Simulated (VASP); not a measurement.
# Te4Pt3 with PBEsol: from relaxation to properties, part 5 of 6

What structure and properties does PBEsol give Te4Pt3, and how near are they to the measured ones? The start is a cell from a database of measured crystal structures.

VASP 6.6.1, plane waves and PAW; the level of theory is named at each step.

So far. Step 4 (Band structure (PBEsol)): There is no gap at this level. Step 5 (Density of states (PBEsol)): The finer mesh and the other smearing move the Fermi level by -0.04 eV from the 7×7×7 run, a small shift, which tests the Fermi level alone. Of the states within 0.3 eV of the Fermi level, the largest shares in the PAW spheres are Te p 31 %, Pt d 26 % and Pt p 10 %. The rest lies in smaller channels or between the spheres. The relaxed cell has a = 3.998, c = 35.015 Å (conventional setting).

## 6. Vibrations at Γ (PBEsol) (continued)

Level of this step: PBEsol; plane waves and PAW (Te, Pt) (VASP).

Parts of OUTCAR (step 6):

```text
   k-points           NKPTS =     85   k-points in BZ     NKDIM =     85   number of bands    NBANDS=     34

   NELECT =      54.0000    total number of electrons

  Total       -0.1099483     -0.1099483      0.2189978      0.0000000      0.0000000     -0.0000000
  in kB       -1.0901729     -1.0901729      2.1714335      0.0000000      0.0000000     -0.0000000
  external PRESSURE =      -0.0029707 kB  Pullay stress =       0.0000000 kB

 POSITION                                       TOTAL-FORCE (eV/Angst)
 -----------------------------------------------------------------------------------
      1.99912      1.15419     -7.75882        -0.000000      0.000000      0.032787
     -0.00000     -2.30839     -3.91291         0.000000     -0.000000     -0.032787
      1.99912     -1.15419     -1.36538        -0.000000      0.000000      0.008716
     -0.00000     -0.00000    -10.30634         0.000000     -0.000000     -0.008716
      0.00000      0.00000      0.00000         0.000000      0.000000      0.000000
      1.99912     -1.15419     -6.54825         0.000000     -0.000000     -0.026685
      0.00000     -0.00000     -5.12348        -0.000000      0.000000      0.026685
 -----------------------------------------------------------------------------------
    total drift:                                0.000000      0.000000     -0.000000

 Eigenvectors and eigenvalues of the dynamical matrix
 ----------------------------------------------------

   1 f  =    5.374129 THz    33.766647 2PiTHz  179.261638 cm-1    22.225600 meV
             X         Y         Z           dx          dy          dz
      1.999121  1.154193 -7.758819     0.335363   -0.232858   -0.000000
     -0.000000 -2.308386 -3.912908    -0.335363    0.232858    0.000000
      1.999121 -1.154193 -1.365382    -0.029095    0.020202    0.000000
     -0.000000 -0.000000-10.306345     0.029095   -0.020202   -0.000000
      0.000000  0.000000  0.000000    -0.000000    0.000000    0.000000
      1.999121 -1.154193 -6.548252    -0.473329    0.328654    0.000000
      0.000000 -0.000000 -5.123475     0.473329   -0.328654   -0.000000

   2 f  =    5.374129 THz    33.766647 2PiTHz  179.261638 cm-1    22.225600 meV
             X         Y         Z           dx          dy          dz
      1.999121  1.154193 -7.758819    -0.232858   -0.335363   -0.000000
     -0.000000 -2.308386 -3.912908     0.232858    0.335363    0.000000
      1.999121 -1.154193 -1.365382     0.020202    0.029095    0.000000
     -0.000000 -0.000000-10.306345    -0.020202   -0.029095   -0.000000
      0.000000  0.000000  0.000000     0.000000   -0.000000    0.000000
      1.999121 -1.154193 -6.548252     0.328654    0.473329    0.000000
      0.000000 -0.000000 -5.123475    -0.328654   -0.473329   -0.000000

   3 f  =    5.258858 THz    33.042381 2PiTHz  175.416630 cm-1    21.748881 meV
             X         Y         Z           dx          dy          dz
      1.999121  1.154193 -7.758819     0.062708   -0.043542   -0.000000
     -0.000000 -2.308386 -3.912908     0.062708   -0.043542   -0.000000
      1.999121 -1.154193 -1.365382     0.381794   -0.265102   -0.000000
     -0.000000 -0.000000-10.306345     0.381794   -0.265102   -0.000000
      0.000000  0.000000  0.000000    -0.607578    0.421876    0.000000
      1.999121 -1.154193 -6.548252    -0.055474    0.038519    0.000000
      0.000000 -0.000000 -5.123475    -0.055474    0.038519    0.000000

   4 f  =    5.258858 THz    33.042381 2PiTHz  175.416630 cm-1    21.748881 meV
             X         Y         Z           dx          dy          dz
      1.999121  1.154193 -7.758819     0.043542    0.062708    0.000000
     -0.000000 -2.308386 -3.912908     0.043542    0.062708    0.000000
      1.999121 -1.154193 -1.365382     0.265102    0.381794    0.000000
     -0.000000 -0.000000-10.306345     0.265102    0.381794    0.000000
      0.000000  0.000000  0.000000    -0.421876   -0.607578   -0.000000
      1.999121 -1.154193 -6.548252    -0.038519   -0.055474   -0.000000
[...]
1.999121 -1.154193 -6.548252     0.000000   -0.000000    0.516597
      0.000000 -0.000000 -5.123475    -0.000000    0.000000   -0.516597

   7 f  =    4.650197 THz    29.218051 2PiTHz  155.113884 cm-1    19.231662 meV
             X         Y         Z           dx          dy          dz
      1.999121  1.154193 -7.758819     0.000000   -0.000000   -0.050319
     -0.000000 -2.308386 -3.912908    -0.000000    0.000000    0.050319
      1.999121 -1.154193 -1.365382     0.000000   -0.000000   -0.700651
     -0.000000 -0.000000-10.306345    -0.000000    0.000000    0.700651
      0.000000  0.000000  0.000000    -0.000000    0.000000   -0.000000
      1.999121 -1.154193 -6.548252    -0.000000    0.000000   -0.080974
      0.000000 -0.000000 -5.123475     0.000000   -0.000000    0.080974

   8 f  =    4.569165 THz    28.708908 2PiTHz  152.410925 cm-1    18.896538 meV
             X         Y         Z           dx          dy          dz
      1.999121  1.154193 -7.758819    -0.447137    0.310467    0.000000
     -0.000000 -2.308386 -3.912908    -0.447137    0.310467    0.000000
      1.999121 -1.154193 -1.365382     0.055849   -0.038779    0.000000
     -0.000000 -0.000000-10.306345     0.055849   -0.038779    0.000000
      0.000000  0.000000  0.000000    -0.088057    0.061142   -0.000000
      1.999121 -1.154193 -6.548252     0.361148   -0.250762   -0.000000
      0.000000 -0.000000 -5.123475     0.361148   -0.250762   -0.000000

   9 f  =    4.569165 THz    28.708908 2PiTHz  152.410925 cm-1    18.896538 meV
             X         Y         Z           dx          dy          dz
      1.999121  1.154193 -7.758819    -0.310467   -0.447137   -0.000000
     -0.000000 -2.308386 -3.912908    -0.310467   -0.447137   -0.000000
      1.999121 -1.154193 -1.365382     0.038779    0.055849   -0.000000
     -0.000000 -0.000000-10.306345     0.038779    0.055849   -0.000000
      0.000000  0.000000  0.000000    -0.061142   -0.088057    0.000000
      1.999121 -1.154193 -6.548252     0.250762    0.361148    0.000000
      0.000000 -0.000000 -5.123475     0.250762    0.361148    0.000000

  10 f  =    4.403187 THz    27.666037 2PiTHz  146.874493 cm-1    18.210108 meV
             X         Y         Z           dx          dy          dz
      1.999121  1.154193 -7.758819     0.000000   -0.000000    0.561853
     -0.000000 -2.308386 -3.912908     0.000000   -0.000000    0.561853
      1.999121 -1.154193 -1.365382    -0.000000    0.000000   -0.010506
     -0.000000 -0.000000-10.306345    -0.000000    0.000000   -0.010506
      0.000000  0.000000  0.000000     0.000000   -0.000000   -0.034970
      1.999121 -1.154193 -6.548252    -0.000000    0.000000   -0.428485
      0.000000 -0.000000 -5.123475    -0.000000    0.000000   -0.428485

  11 f  =    3.554304 THz    22.332348 2PiTHz  118.558804 cm-1    14.699412 meV
             X         Y         Z           dx          dy          dz
      1.999121  1.154193 -7.758819     0.010481   -0.007278   -0.000000
     -0.000000 -2.308386 -3.912908    -0.010481    0.007278    0.000000
      1.999121 -1.154193 -1.365382    -0.579131    0.402120   -0.000000
     -0.000000 -0.000000-10.306345     0.579131   -0.402120    0.000000
      0.000000  0.000000  0.000000    -0.000000   -0.000000    0.000000
      1.999121 -1.154193 -6.548252     0.043025   -0.029874   -0.000000
      0.000000 -0.000000 -5.123475    -0.043025    0.029874    0.000000

  12 f  =    3.554304 THz    22.332348 2PiTHz  118.558804 cm-1    14.699412 meV
             X         Y         Z           dx          dy          dz
      1.999121  1.154193 -7.758819    -0.007278   -0.010481   -0.000000
     -0.000000 -2.308386 -3.912908     0.007278    0.010481    0.000000
      1.999121 -1.154193 -1.365382     0.402120    0.579131   -0.000000
     -0.000000 -0.000000-10.306345    -0.402120   -0.579131    0.000000
    [... 91 further lines ...]
      1.999121 -1.154193 -6.548252     0.375135    0.195073    0.000000
      0.000000 -0.000000 -5.123475     0.375135    0.195073    0.000000

 ELASTIC MODULI CONTR FROM IONIC RELAXATION (kBar)
 Direction    XX          YY          ZZ          XY          YZ          ZX
 --------------------------------------------------------------------------------
 XX        -667.0647   -181.9291   -448.4490      0.0000   -328.9434      0.0000
 YY        -181.9291   -667.0647   -448.4490      0.0000    328.9434     -0.0000
 ZZ        -448.4490   -448.4490   -479.4770      0.0000     -0.0000      0.0000
 XY           0.0000      0.0000      0.0000   -242.5678     -0.0000   -298.2883
 YZ        -328.9434    328.9434     -0.0000     -0.0000   -478.0112      0.0000
 ZX           0.0000     -0.0000      0.0000   -298.2883      0.0000   -386.2300
 --------------------------------------------------------------------------------

[... 6 parts as in an earlier step ...]

[... 4 further parts left out ...]
```

Energies printed during the response cycles are not total energies of the cell.

This step gave:

| Item | Value |
| --- | --- |
| bands | 34 |
| irreducible k-points | 85 |
| pressure of the cell | -2.97e-4 GPa |
| largest force of the cell | 0.03279 eV/Å |
| Fermi energy | 8.520 eV |

Modes at Γ, with each element's share of the kinetic energy:

```
mode  frequency (cm⁻¹)  symmetry  Te %  Pt %
   1              -0.2  acoustic    47    53
   2              -0.2  acoustic    47    53
   3              -0.1  acoustic    47    53
   4              33.5        Eu    49    51
   5              33.5        Eu    49    51
   6              49.3       A2u    46    54
   7              89.9        Eg    67    33
   8              89.9        Eg    67    33
   9             115.9       A1g    55    45
  10             118.6        Eg    99     1
  11             118.6        Eg    99     1
  12             146.9       A2u    63    37
  13             152.4        Eu    60    40
  14             152.4        Eu    60    40
  15             155.1       A1g    99     1
  16             165.2       A1g    47    53
  17             168.3       A2u    44    56
  18             175.4        Eu    44    56
  19             175.4        Eu    44    56
  20             179.3        Eg    34    66
  21             179.3        Eg    34    66
```

Displacements in mode 4 (33.5 cm⁻¹), the largest set to 1:
```
Te1 -0.47 -0.68  0.00
Te2 -0.47 -0.68  0.00
Te3  0.68  0.97  0.00
Te4  0.68  0.97  0.00
Pt5  0.69  1.00  0.00
Pt6 -0.47 -0.68  0.00
Pt7 -0.47 -0.68  0.00
```

Displacements in mode 7 (89.9 cm⁻¹), the largest set to 1:
```
Te1  0.69  1.00  0.00
Te2 -0.69 -1.00  0.00
Te3  0.05  0.07  0.00
Te4 -0.05 -0.07  0.00
Pt5  0.00  0.00  0.00
Pt6  0.40  0.57  0.00
Pt7 -0.40 -0.57  0.00
```

The three acoustic modes lie within 0.2 cm⁻¹ of zero, and all others are real. By the characters of their eigenvectors the optical modes sort into (cm⁻¹) Raman active: Eg 90, A1g 116, Eg 119, A1g 155, A1g 165, Eg 179; infrared active: Eu 33, A2u 49, A2u 147, Eu 152, A2u 168, Eu 175. With a centre of inversion no mode is active in both.

## 7. Core-level energies (PBEsol)

Core levels shift with the potential at each site, so they tell like atoms on unlike sites apart.

The input, INCAR:

```
SYSTEM = Te4Pt3
PREC = Accurate
ENCUT = 400
EDIFF = 1E-06
NELM = 100
ISMEAR = 0
SIGMA = 0.05
LREAL = .FALSE.
ALGO = Normal
GGA = PS
NBANDS = 34
LASPH = .TRUE.
LORBIT = 11
LWAVE = .FALSE.
LCHARG = .FALSE.
KPAR = 4
ICORELEVEL = 1
```

The input, POSCAR:

```
Te4Pt3
1.0
    3.9982418325      0.0000000000      0.0000000000
   -1.9991209162     -3.4625789974      0.0000000000
    0.0000000000      2.3083859982    -11.6717272439
Te Pt
4 3
Direct
    0.5549177632      0.1098355263      0.6647532895
    0.4450822368      0.8901644737      0.3352467105
    0.7056606788      0.4113213575      0.1169820363
    0.2943393212      0.5886786425      0.8830179637
    0.0000000000      0.0000000000      0.0000000000
    0.8536784551      0.7073569102      0.5610353653
    0.1463215449      0.2926430898      0.4389646347
```

The input, KPOINTS:

```
Automatic mesh
0
Gamma
7 7 7
0 0 0
```

PAW data sets: Te and Pt (PBE family, release 64).

Run with:

```console
$ mpirun -np 4 vasp_std
```

What it wrote:

```text
[... set-up lines as in an earlier step ...]
 entering main loop
       N       E                     dE             d eps       ncg     rms          rms(c)
DAV:   1     0.255351553336E+03    0.25535E+03   -0.20194E+04  3000   0.112E+03
DAV:   2    -0.240603975727E+02   -0.27941E+03   -0.26998E+03  3572   0.228E+02
DAV:   3    -0.386936939414E+02   -0.14633E+02   -0.14337E+02  3646   0.511E+01
DAV:   4    -0.389661702534E+02   -0.27248E+00   -0.27165E+00  3666   0.769E+00
DAV:   5    -0.389713666489E+02   -0.51964E-02   -0.51929E-02  3524   0.106E+00    0.214E+01
DAV:   6    -0.380207230130E+02    0.95064E+00   -0.49466E+00  3164   0.149E+01    0.133E+01
DAV:   7    -0.378608577334E+02    0.15987E+00   -0.17361E+00  3056   0.988E+00    0.427E+00
DAV:   8    -0.377222784403E+02    0.13858E+00   -0.42239E-01  3122   0.492E+00    0.148E+00
DAV:   9    -0.377186722730E+02    0.36062E-02   -0.73111E-02  3324   0.153E+00    0.717E-01
DAV:  10    -0.377182222213E+02    0.45005E-03   -0.62161E-03  3342   0.450E-01    0.244E-01
DAV:  11    -0.377179362942E+02    0.28593E-03   -0.15717E-03  3448   0.276E-01    0.124E-01
DAV:  12    -0.377178954484E+02    0.40846E-04   -0.37629E-04  3466   0.134E-01    0.390E-02
DAV:  13    -0.377178946811E+02    0.76722E-06   -0.38757E-05  3166   0.385E-02    0.240E-02
DAV:  14    -0.377178943949E+02    0.28619E-06   -0.47571E-06  3206   0.118E-02
   1 F= -.37717894E+02 E0= -.37717179E+02  d E =-.143015E-02
```

Elapsed: 22 s, on 4 MPI ranks of Intel Xeon 6975P-C (Granite Rapids), shared host; peak memory 1.2 GiB.

Parts of OUTCAR (step 7):

```text
   NELECT =      54.0000    total number of electrons

 the core state eigenenergies are
   1-  1s -31608.1004  2s  -4835.6300  2p  -4339.0310  3s   -951.8368  3p   -790.4950
       3d   -546.7433  4s   -151.3299  4p   -101.3684  4d    -28.6878
   2-  1s -31608.1004  2s  -4835.6300  2p  -4339.0310  3s   -951.8368  3p   -790.4950
       3d   -546.7433  4s   -151.3299  4p   -101.3684  4d    -28.6878
   3-  1s -31608.1057  2s  -4835.6425  2p  -4339.0431  3s   -951.8450  3p   -790.5031
       3d   -546.7525  4s   -151.3304  4p   -101.3680  4d    -28.6857
   4-  1s -31608.1057  2s  -4835.6425  2p  -4339.0431  3s   -951.8450  3p   -790.5031
       3d   -546.7525  4s   -151.3304  4p   -101.3680  4d    -28.6857
   5-  1s -78390.3434  2s -13760.0123  2p -11920.2809  3s  -3223.8734  3p  -2688.3740
       3d  -2108.7473  4s   -684.1845  4p   -508.6291  4d   -295.7043  4f    -59.1157
       5s    -90.6015  5p    -44.7161
   6-  1s -78389.7038  2s -13759.3616  2p -11919.6306  3s  -3223.2287  3p  -2687.7294
       3d  -2108.1010  4s   -683.5488  4p   -507.9942  4d   -295.0699  4f    -58.4830
       5s    -89.9871  5p    -44.1148
   7-  1s -78389.7038  2s -13759.3616  2p -11919.6306  3s  -3223.2287  3p  -2687.7294
       3d  -2108.1010  4s   -683.5488  4p   -507.9942  4d   -295.0699  4f    -58.4830
       5s    -89.9871  5p    -44.1148

 E-fermi :   8.5445

 k-point     3 :       0.2857   -0.0000    0.0000
  band No.  band energies     occupation
    ...
     23       6.8208      2.00000
     24       6.9902      2.00000
     25       7.2690      2.00000
     26       8.0084      2.00000
     27       8.2414      2.00000
     28       9.2476      0.00000
     29       9.8945      0.00000
     30       9.9274      0.00000
     31      10.6998      0.00000
     32      11.4001      0.00000
    ...

  Total       -0.0004495     -0.0004495      0.0011454      0.0000000      0.0000000     -0.0000000
  in kB       -0.0044574     -0.0044574      0.0113570      0.0000000      0.0000000     -0.0000000
  external PRESSURE =       0.0008141 kB  Pullay stress =       0.0000000 kB

 POSITION                                       TOTAL-FORCE (eV/Angst)
 -----------------------------------------------------------------------------------
      1.99912      1.15419     -7.75882         0.000000     -0.000000     -0.001561
     -0.00000     -2.30839     -3.91291        -0.000000      0.000000      0.001561
      1.99912     -1.15419     -1.36538        -0.000000      0.000000      0.003308
     -0.00000     -0.00000    -10.30634         0.000000     -0.000000     -0.003308
      0.00000      0.00000      0.00000         0.000000      0.000000      0.000000
      1.99912     -1.15419     -6.54825        -0.000000      0.000000      0.010078
      0.00000     -0.00000     -5.12348         0.000000     -0.000000     -0.010078
 -----------------------------------------------------------------------------------
    total drift:                                0.000000      0.000000     -0.000000

  FREE ENERGIE OF THE ION-ELECTRON SYSTEM (eV)
  ---------------------------------------------------
  free  energy   TOTEN  =       -37.7178943949 eV

  energy  without entropy=      -37.7164642425  energy(sigma->0) =      -37.71717932

[... 10 parts as in an earlier step ...]

[... 6 further parts left out ...]
```

These are scalar-relativistic Kohn-Sham levels of the ground state, with no core hole, so they are not binding energies.

Numbers from this step:

```yaml
irreducible_k_points: 44
fermi_energy: 8.544 eV
pressure: 8.14e-5 GPa
```

Kohn-Sham core levels. Core levels, by row, the first 40 of 72 rows:

```
atom  shell  level below the Fermi level (eV)
 Te1     1s                             31617
 Te1     2s                              4844
 Te1     2p                              4348
 Te1     3s                             960.4
 Te1     3p                               799
 Te1     3d                             555.3
 Te1     4s                             159.9
 Te1     4p                             109.9
 Te1     4d                             37.23
 Te2     1s                             31617
 Te2     2s                              4844
 Te2     2p                              4348
 Te2     3s                             960.4
 Te2     3p                               799
 Te2     3d                             555.3
 Te2     4s                             159.9
 Te2     4p                             109.9
 Te2     4d                             37.23
 Te3     1s                             31617
 Te3     2s                              4844
 Te3     2p                              4348
 Te3     3s                             960.4
 Te3     3p                               799
 Te3     3d                             555.3
 Te3     4s                             159.9
 Te3     4p                             109.9
 Te3     4d                             37.23
 Te4     1s                             31617
 Te4     2s                              4844
 Te4     2p                              4348
 Te4     3s                             960.4
 Te4     3p                               799
 Te4     3d                             555.3
 Te4     4s                             159.9
 Te4     4p                             109.9
 Te4     4d                             37.23
 Pt5     1s                             78399
 Pt5     2s                             13769
 Pt5     2p                             11929
 Pt5     3s                              3232
```

The Pt 2s level differs by about 0.7 eV between unlike sites.

(Part 5 of 6 ends here.)

[Lines on the potential files, build, host, timing and source positions are cut from VASP's logs without a mark.]

[Logs are printed without paths, hosts, clocks, repeated set-up lines and the standing remarks that a program may print on its own settings, such as how far it seeks lower states.]

[Hosts, paths, dates, database ids (printed as entryN), source tags and the programs' standing remarks are cut or masked in the printed files.]

[A measured line is paired with the nearest computed mode of its activity, which favours agreement.]
